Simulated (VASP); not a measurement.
Consider the following.

```
CELL_PARAMETERS angstrom
      1.85027    -3.20475     0.00000
      1.85027     3.20475     0.00000
      0.00000     0.00000     5.84247
ATOMIC_POSITIONS crystal
  Pt 0.00000 0.00000 0.00000
  Se 0.33333 0.66667 0.22187
  Se 0.66667 0.33333 0.77813
```

These are MS2 meta-GGA, VASP's PBE PAW potentials (set 64) (plane waves; VASP) values and carry that method's errors. Settings: 520 eV cut-off, 8×8×5 Γ-centred mesh, tetrahedra with Blöchl corrections, potentials Pt Se.

Unless said otherwise, spin-orbit coupling is left out, though it shifts the bands of the heavy elements here.

Problem. Give the energies of bands 3 to 14 at the high-symmetry points, in eV from the valence-band maximum.

Solution. 
```json
[
 {"band": "3", "Γ": "-6.32", "M": "-6.86", "K": "-6.12", "A": "-5.84", "L": "-6.98", "H": "-5.95"},
 {"band": "4", "Γ": "-5.84", "M": "-5.32", "K": "-5.61", "A": "-5.84", "L": "-5.37", "H": "-5.71"},
 {"band": "5", "Γ": "-5.84", "M": "-4.75", "K": "-5.61", "A": "-5.53", "L": "-4.78", "H": "-5.71"},
 {"band": "6", "Γ": "-3.57", "M": "-4.25", "K": "-4.20", "A": "-3.58", "L": "-4.62", "H": "-4.08"},
 {"band": "7", "Γ": "-3.57", "M": "-3.03", "K": "-4.20", "A": "-3.58", "L": "-3.04", "H": "-4.08"},
 {"band": "8", "Γ": "-2.15", "M": "-2.94", "K": "-3.28", "A": "-2.09", "L": "-3.03", "H": "-3.26"},
 {"band": "9", "Γ": "-0.52", "M": "-2.63", "K": "-2.66", "A": "-1.55", "L": "-2.72", "H": "-3.14"},
 {"band": "10", "Γ": "-0.52", "M": "-2.57", "K": "-1.51", "A": "-0.62", "L": "-2.39", "H": "-1.83"},
 {"band": "11", "Γ": "-0.08", "M": "-2.55", "K": "-1.51", "A": "-0.62", "L": "-1.54", "H": "-1.83"},
 {"band": "12", "Γ": "2.55", "M": "1.68", "K": "0.98", "A": "2.79", "L": "2.18", "H": "1.95"},
 {"band": "13", "Γ": "2.55", "M": "2.64", "K": "0.98", "A": "2.79", "L": "2.19", "H": "1.95"},
 {"band": "14", "Γ": "4.66", "M": "4.90", "K": "5.06", "A": "5.14", "L": "4.52", "H": "6.77"}
]
```

The gap is indirect, 0.74 eV, from the valence maximum at K-Γ at 0.80 to the conduction minimum at (0.00, 0.25, 0.40).

The compound is PtSe2 in the 1T layered structure. It was relaxed first, which changed the volume by +13 %.
